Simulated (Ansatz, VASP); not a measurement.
## Cross-check of GaAsCl2 (Cl-GaAs-Cl chair, 2 layers, AB) between VASP and Ansatz

Wanted: the spread between two codes on one cell, functional and k mesh. Of the first pair: The structure shown is the start of the Ansatz relaxation below; VASP solves that cell, so the two are compared at the walk's first step.

Main program and level: Ansatz 0.2.0; plane waves, with VASP 6.6.1 beside it; single point at PBE with D3(BJ).

### 1. Starting point

The cell holds 8 atoms: 4 Cl, 2 As and 2 Ga. Its edges and angles: a = 3.977 Å, b = 3.976 Å, c = 58.207 Å, α = 90.0°, β = 90.0°, γ = 120.0°. Vacuum lies along c.

### 2. Ansatz: relaxation, PBE with D3(BJ)

Ansatz runs on its default PAW (the set named soft_2) files.

The two programs are compared at the cell with which this relaxation starts, whose forces are those of its first step.

Input file input.yaml:

```yaml
crystal:
  lattice:
    - [3.9765, 0.0, 0.0]
    - [-1.98825, 3.4437500181, 0.0]
    - [0.0, 0.0, 58.2066666687]
  atoms:
    - { symbol: Cl, position: [0.6666666667, 0.3333333333, 0.3831176268] }
    - { symbol: As, position: [0.6666666667, 0.3333333333, 0.4210857863] }
    - { symbol: Ga, position: [0.3333333333, 0.6666666667, 0.4348871836] }
    - { symbol: Cl, position: [0.3333333333, 0.6666666667, 0.4733707479] }
    - { symbol: Cl, position: [0.0, 0.0, 0.5266292521] }
    - { symbol: As, position: [0.0, 0.0, 0.5645974115] }
    - { symbol: Ga, position: [0.6666666667, 0.3333333333, 0.5783988088] }
    - { symbol: Cl, position: [0.6666666667, 0.3333333333, 0.6168823732] }
  periodic: [true, true, false]
kpoints:
  mp_grid: { grid: [8, 8, 1] }
hamiltonian:
  xc: pbe
  dispersion: d3bj
scf:
  occupations: { method: fermi_dirac, width: 0.05 }
  convergence: { dr2_threshold: 1.0e-09 }
relax:
  f_tol: 0.015
  max_steps: 90
  cell: {}
output:
  write_potential: true
  write_density: true
  volumetric_format: npy
```

Run with:

```console
> ansatz run input.yaml --threads 4 --pin off --max-ram 12288MiB --backend cpu --events-out ev --progress --plain --runs-dir out
```

Numbers of over 12 decimals in the logs are rounded to 6 here.

What it wrote:

```text
Warning: relax.cell: scf.convergence.dr2_threshold = 1e-9 eV is looser than the 1.43555769471e-10 eV advised for a relaxation that steers and ends on the stress (1e-10 eV for each atom of the cell: 8, times the square of relax.cell.stress_2d_tol = 0.05 N/m over 23.6 Å (the atoms' height at the walk's start and 5 Å past either face), 2.118e-2 GPa, over a crystal's default 0.05). What an SCF threshold leaves in a stress goes as its square root, and in the free energy as the threshold itself, and one threshold admits the most on a small cell: [figures from the program's tests cut] Set scf.convergence.dr2_threshold to 1.43555769471e-10 eV or tighter. [rest of the remark cut]
Engine: ansatz 0.2.0, aarch64-unknown-linux-gnu
Pseudopotentials: kind: paw
Pseudopotential: Cl, paw, valence charge 7, recommended cutoff 420 eV (normal), Cl.paw.azcp
Pseudopotential: As, paw, valence charge 15, recommended cutoff 420 eV (normal), As.paw.azcp
Pseudopotential: Ga, paw, valence charge 13, recommended cutoff 420 eV (normal), Ga.paw.azcp
Functional definition: PBE
  parameter kappa = 0.804
  parameter beta = 0.066725
  exchange = pbe_x(kappa = kappa, mu = beta*pi^2/3)
  correlation = pbe_c(beta = beta)
Crystal: 8 atoms, lattice volume = 797.086 Å³
Basis set: ecut = 420 eV, 15723 PW (Γ), exchange–correlation on 54×54×800 points (8 copies of the dense FFT grid, shifted against one another)
Bands: 51, of which v1, the nominal top of the filled ones, is band 42 counted from 1 (41 counted from 0)
Symmetry: 6 space group operations
Space group: P3m1 (ITA 156), of the structure as read, at distance tolerance 9.3e-5 Å
k-points: 10 of 64 (time reversal used)
Non-local potential: Cl, projectors of the file, l = 0: 2, l = 1: 2, l = 2: 2
Non-local potential: As, projectors of the file, l = 0: 2, l = 1: 2, l = 2: 3, l = 3: 1
Non-local potential: Ga, projectors of the file, l = 0: 2, l = 1: 2, l = 2: 3, l = 3: 1
PAW form: soft (Blöchl's): semilocal exchange-correlation on the pseudo side does not see the compensation charge
PAW one-centre angular grid: Cl, 110 points (default); XC on 64 Gauss nodes
PAW one-centre angular grid: As, 590 points (default); XC on 64 Gauss nodes
PAW one-centre angular grid: Ga, 590 points (default); XC on 64 Gauss nodes
Initial density: superposition of atomic densities (neutral atoms: chi_scale 0, normalization atom), corrected by the library's trained network
Initial wavefunctions: pseudopotential atomic-orbital guess
Functional: x = pbe(κ = 0.804, μ = 0.219515), c = pbe(β = 0.066725)
SCF iter   1: F=—  HF=-21602.436900 eV  |F-HF|=—  |Δ(HF+E_count)|=         —  Δρ=1.12e-3  dr2=5.06e-2  ethr=1.77e-3  ⟨swp⟩=11.8  Hψ=2713  notcnv=0  defer=8
preconditioner: auto → Resta (q_TF=auto, 1.875 Å⁻¹)  ε∞=1.7  [insulator: Δε(μ)=1.065 eV  Ē_g=12.860 eV  σ=0.050 eV  W_gap=1.00  n_scr=88 (ndim 8)  ℏωp=10.5 eV  f_vac=0.717  D(μ)=0.00/eV (n_scr^D=0)  ε∞_Penn≈1.7  vacuum switching on, ρ_ref=1.2e-2 e/Å³]
SCF iter   2: F=—  HF=-21602.425272 eV  |F-HF|=—  |Δ(HF+E_count)|=   1.16e-2  Δρ=9.03e-4  dr2=2.55e-2  ethr=6.02e-5  ⟨swp⟩=4.0  Hψ=1184  notcnv=0  defer=24
preconditioner: auto → LDOS  [insulator: Δε(μ)=0.270 eV  Ē_g=12.786 eV  σ=0.050 eV  W_gap=0.87  n_scr=88 (ndim 8)  ℏωp=10.5 eV  f_vac=0.716  D(μ)=0.11/eV (n_scr^D=2)  ε∞_Penn≈1.7  β→1.0]
SCF iter   3: F=—  HF=-21602.423556 eV  |F-HF|=—  |Δ(HF+E_count)|=   1.72e-3  Δρ=5.62e-4  dr2=1.76e-2  ethr=3.03e-5  ⟨swp⟩=2.9  Hψ=744  notcnv=0  defer=24
SCF iter   4: F=—  HF=-21602.421563 eV  |F-HF|=—  |Δ(HF+E_count)|=   1.99e-3  Δρ=2.15e-4  dr2=1.31e-3  ethr=2.09e-5  ⟨swp⟩=1.2  Hψ=619  notcnv=0  defer=24
SCF iter   5: F=—  HF=-21602.421427 eV  |F-HF|=—  |Δ(HF+E_count)|=   1.36e-4  Δρ=6.28e-5  dr2=9.07e-5  ethr=1.56e-6  ⟨swp⟩=3.0  Hψ=750  notcnv=0  defer=24
SCF iter   6: F=—  HF=-21602.421394 eV  |F-HF|=—  |Δ(HF+E_count)|=   3.30e-5  Δρ=2.66e-5  dr2=1.61e-5  ethr=1.08e-7  ⟨swp⟩=3.5  Hψ=948  notcnv=0  defer=24
SCF iter   7: F=—  HF=-21602.421396 eV  |F-HF|=—  |Δ(HF+E_count)|=   2.52e-6  Δρ=1.03e-5  dr2=2.00e-6  ethr=1.92e-8  ⟨swp⟩=2.6  Hψ=678  notcnv=0  defer=24
SCF iter   8: F=—  HF=-21602.421361 eV  |F-HF|=—  |Δ(HF+E_count)|=   3.55e-5  Δρ=4.08e-6  dr2=1.82e-7  ethr=2.38e-9  ⟨swp⟩=2.9  Hψ=931  notcnv=0  defer=24
SCF iter   9: F=—  HF=-21602.421361 eV  |F-HF|=—  |Δ(HF+E_count)|=   1.29e-7  Δρ=1.26e-6  dr2=9.16e-8  ethr=2.17e-10  ⟨swp⟩=2.8  Hψ=865  notcnv=0  defer=24
[...]
SCF iter   4: F=—  HF=-21602.672292 eV  |F-HF|=—  |Δ(HF+E_count)|=   6.45e-5  Δρ=7.74e-6  dr2=1.34e-6  ethr=8.77e-9  ⟨swp⟩=2.6  Hψ=773  notcnv=0  defer=4
SCF iter   5: F=—  HF=-21602.672296 eV  |F-HF|=—  |Δ(HF+E_count)|=   4.04e-6  Δρ=1.97e-6  dr2=6.06e-8  ethr=1.60e-9  ⟨swp⟩=2.7  Hψ=829  notcnv=0  defer=4
SCF iter   6: F=—  HF=-21602.672299 eV  |F-HF|=—  |Δ(HF+E_count)|=   3.17e-6  Δρ=8.30e-7  dr2=1.01e-8  ethr=7.21e-11  ⟨swp⟩=2.9  Hψ=1002  notcnv=0  defer=4
SCF iter   7: F=-21602.672300 eV  HF=-21602.672300 eV  |F-HF|=6.10e-9  |Δ(HF+E_count)|=   7.63e-7  Δρ=2.35e-7  dr2=8.19e-10  ethr=1.19e-12  ⟨swp⟩=19.5  Hψ=4527  notcnv=0
SCF 6 converged in 7 iterations: F = -21602.672300 eV  dr2 = 8.19e-10
relax step   6: F+E_penalty+E_count = -21602.67229978 eV  Δ(F+E_penalty+E_count) = -1.929e-3 eV  max|allowed force component| = 4.954e-3 eV/Å  Δτ_max = 0.0000 Å  P = +0.012 N/m  Ω = 853.993 Å³  fix = [c, alpha, beta]  reactions: c +0.000 N/m  stress off target by 1.25e-2 N/m on what of the cell is left free  SCF on the basis re-selected at this cell (its energy is not comparable with the rows above)  (7 SCF iters)
basis re-selected at this cell: Δ(F+E_penalty+E_count) = -1.929e-3 eV, ΔP = +0.013 N/m vs the last step (what re-selecting the basis moved, of the pressure what is left beyond the Pulay correction that the steps carried, after the strain that the cell walked since its last selection, with what the two solves' SCF thresholds leave and, on support functions, any second-order correction that the steps lacked; it is no measure of the basis error at this ecutwfc). The dense FFT grid was sized anew with the basis: this SCF ran on 30×30×400 points, the steps before it on 27×27×400, so part of this shift can come from that change (see relax.cell in the input reference). [rest of the remark cut]
WARN: The output density's exchange-correlation potential varies sharply where the density is thin. Do not read a vacuum level from v_tot or v_xc, or from such a field of the output density. On a cell that repeats whose density bears no net charge and no dipole along the vacuum's axis use v_es (v_loc + v_h of the components); under efield.dipole_correction with no amplitude use v_es + v_field, which holds any externa [...]
SCF converged after 7 iterations
Free energy (F): -21602.672300 eV
Harris-Foulkes:  -21602.672300 eV  (|F-HF|=6.10e-9)
Internal energy: -21602.670156 eV  (E = F + TS)
E sigma→0 (E₀):  -21602.671228 eV
Entropy (-TS):   -0.002143 eV (-0.268 meV/atom)
Fermi energy:    -6.018019 eV
--- Per-component energies (eV) ---
  E_band       = -1797.955402
  E_kinetic    = 1077.111431
  E_local      = -433385.429160  (includes V_loc(G=0)·N_el)
  E_nonlocal   = -374.635877
  E_hartree    = 215996.054590
  E_xc         = -721.261029
  E_vxc        = -757.268439  (∫ρ·V_xc dr)
  E_paw        = -10287.459766  (= ΣΔE_a)
  E_vpaw       = -349.848028  (= ΣTr[D̂ρ^β])
  E_aug_tail   = 0.000136  (compensation charges beyond the density's cutoff)
  E_ewald      = 206094.382468
  E_disp       = -1.432949  (pairwise vdW)
  E_smearing   = -0.002143  (= −TS)
  E_closure    = -0.000000  (closes the sum)
  Σ components = -21602.672300   (vs F -21602.672300, Δ=0.00e0)
--- Forces (eV/Å), atoms counted from 1 ---
  atom   1  Cl    -0.00000000    -0.00000000    -0.00067437
  atom   2  As    -0.00000000     0.00000000     0.00084352
  atom   3  Ga     0.00000000    -0.00000000     0.00090546
  atom   4  Cl    -0.00000000    -0.00000000    -0.00253526
  atom   5  Cl     0.00000000    -0.00000000     0.00495543
  atom   6  As     0.00000000     0.00000000    -0.00383369
  atom   7  Ga     0.00000000    -0.00000000     0.00223805
  atom   8  Cl     0.00000000    -0.00000000    -0.00188694
  max |Σ_I F_I| component: 1.22e-5 eV/Å
--- 2D stress c σ (N/m, compression-positive) ---
        0.012456       0.000000      -0.000000
        0.000000       0.012456       0.000000
       -0.000000       0.000000       0.000000
  P = ½ c Tr σ = 0.0125 N/m
--- Band table (eV; the first three rows and the last of 10) ---
  k-point 0: bands = [... 38 lower, -6.9018, -6.9018, -6.1295, -6.1295, -5.9565, -5.1881, -4.8445, -3.9534, ... 5 higher]
  k-point 1: bands = [... 38 lower, -7.6148, -7.0547, -6.9715, -6.2799, -4.8956, -4.7187, -4.1228, -3.8622, ... 5 higher]
  k-point 2: bands = [... 38 lower, -7.7448, -7.6198, -7.3313, -6.5517, -4.5328, -4.3622, -3.7340, -3.5716, ... 5 higher]
  k-point 9: bands = [... 38 lower, -8.2284, -8.0900, -7.9777, -7.4123, -4.0000, -3.2164, -2.4275, -1.6744, ... 5 higher]
  the weakly bound empty levels are not read free of the cell's end (no_gap_told)
--- Relaxed structure (5 steps of the walk, 5 accepted, 1 SCFs on fresh bases) ---
  F+E_penalty+E_count = -21602.67229978 eV   max|allowed force component| = 4.954e-3 eV/Å   (the final SCF, on the basis selected at the relaxed cell)
  cell:  # Å, volume = 853.9933 Å³
    - [4.116002, 0.0, 0]
    - [-2.058001, 3.564562, 0]
    - [0, 0, 58.2066666687]
  atoms:
    - { symbol: Cl, position: [0.666667, 0.333333, 0.388635] }
    - { symbol: As, position: [0.666667, 0.333333, 0.426229] }
    - { symbol: Ga, position: [0.333333, 0.666667, 0.438778] }
    - { symbol: Cl, position: [0.333333, 0.666667, 0.475862] }
    - { symbol: Cl, position: [1.7347234758152478e-17, -9.251858538489117e-17, 0.523606] }
    - { symbol: As, position: [1.7347234758152478e-17, -9.251858538489117e-17, 0.561168] }
    - { symbol: Ga, position: [0.666667, 0.333333, 0.573824] }
    - { symbol: Cl, position: [0.666667, 0.333333, 0.610868] }
```

Reading the cycles: dr2 is the Hartree energy of the density residual (eV), the measure of convergence; HF is the Harris–Foulkes estimate of the energy, which meets the free energy F at convergence.

[end of part 1 of 2]

[Lines on the potential files, build, host, timing and source positions are cut from VASP's logs without a mark.]

[Logs are printed without paths, hosts, clocks, repeated set-up lines and the standing remarks that a program may print on its own settings, such as how far it seeks lower states.]

[Hosts, paths, dates, database ids (printed as entryN), source tags and the programs' standing remarks are cut or masked in the printed files.]
